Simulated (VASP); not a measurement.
Ir:

```xyz
1
Lattice="0.0000 1.9156 1.9156 1.9156 0.0000 1.9156 1.9156 1.9156 0.0000" Properties=species:S:1:pos:R:3 pbc="T T T"
Ir    0.0000    0.0000    0.0000
```

| Property | Result |
| --- | --- |
| Program | VASP 6.6.1 |
| Task | relaxation of cell and atoms |
| Functional | r2SCAN |
| Potentials or basis | VASP PAW PBE potentials, release 64 (Ir) |
| Cutoff | 600 eV |
| k mesh | 18 × 18 × 18 |
| Occupations | gaussian, width 0.1 eV |
| Spin | no spin polarisation |

At the start: pressure 6.6 GPa; volume 14.06 Å³/atom.

Q: Where does the relaxation end?

A: Over 4 steps the energy falls by 4.8 meV/atom and the volume is 14.30 Å³/atom (+1.7 %); space group Fm-3m (No. 225, to 0.05 Å).

The path:
```csv
step,energy change (eV),largest force (eV/Å),pressure (GPa),volume (Å³)
1,0.0000,0.0000,6.59,14.06
2,0.0635,0.0000,-20.96,15.27
3,-0.0048,0.0000,-0.17,14.30
4,-0.0048,0.0000,0.00,14.30
```

Final structure:
```
Ir
1.0
     0.00000    1.92632    1.92632
     1.92632    0.00000    1.92632
     1.92632    1.92632    0.00000
Ir
1
Cartesian
  0.0000 0.0000 0.0000
```

Caveat: the PAW data sets were made with another functional, which shifts forces and pressure a little.
